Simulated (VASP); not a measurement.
Here is the system:

```
CELL_PARAMETERS angstrom
      2.96056     0.00000     0.00000
      0.00000     2.96056     0.00000
      0.00000     0.00000     2.96056
ATOMIC_POSITIONS crystal
  Zn 0.50000 0.50000 0.50000
  Cu 0.00000 0.00000 0.00000
```

Calculation: PBE GGA, VASP's PBE PAW potentials (set 64) (plane waves; VASP). Numerical set-up: 480 eV cut-off, 12×12×12 Γ-centred mesh, first-order Methfessel-Paxton smearing of 0.10 eV, potentials Zn Cu.

Energy and stress use the plane-wave basis of the starting cell.

**Question.** The ions, cell shape and volume at an external pressure of 15.0 GPa are relaxed. What does this cell relax into?

**Answer.** 
```
CELL_PARAMETERS angstrom
      2.86954     0.00000     0.00000
      0.00000     2.86954     0.00000
      0.00000     0.00000     2.86954
ATOMIC_POSITIONS crystal
  Zn 0.50000 0.50000 0.50000
  Cu 0.00000 0.00000 0.00000
```
Space group Pm-3m (221), at a tolerance of 0.03 Å.

**Question.** How do energy and volume change from the first to the last step?

**Answer.** The energy (σ→0) changes by +53.2 meV/atom and the volume by -8.9 %, in 6 ionic steps.

The compound is CuZn in the CsCl type structure. This run relaxes it under an external pressure of 15 GPa. Symmetry was kept, so distortions that lower it aren't found. The electron count is odd and the run is not spin-polarised, which forces a metal.
